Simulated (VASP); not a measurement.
Input:

```
CELL_PARAMETERS angstrom
      0.00000     2.83123     2.83123
      2.83123     0.00000     2.83123
      2.83123     2.83123     0.00000
ATOMIC_POSITIONS crystal
  Be 0.00000 0.00000 0.00000
  Te 0.25000 0.25000 0.25000
```

All values below come from r2SCAN meta-GGA, VASP's PBE PAW potentials (set 64) (plane waves; VASP). Settings: 400 eV cut-off, 10×10×10 Γ-centred mesh, Gaussian smearing of 0.010 eV, potentials Be Te.

Unless said otherwise, spin-orbit coupling is left out, though it shifts the bands of the heavy elements here.

### Question
What does the run give for the energy per atom (σ→0), band gap (on the k-mesh) with the smallest direct gap where there is one?

### Answer

The band gap (on the k-mesh) is 2.37 eV, the smallest direct gap (on the k-mesh) comes out as 4.03 eV and the energy per atom (σ→0) comes out as -15.342 eV/atom.

Total energies compare only between runs with the same potentials, cut-off and functional.

The compound is BeTe in the zinc blende structure. It was relaxed first.
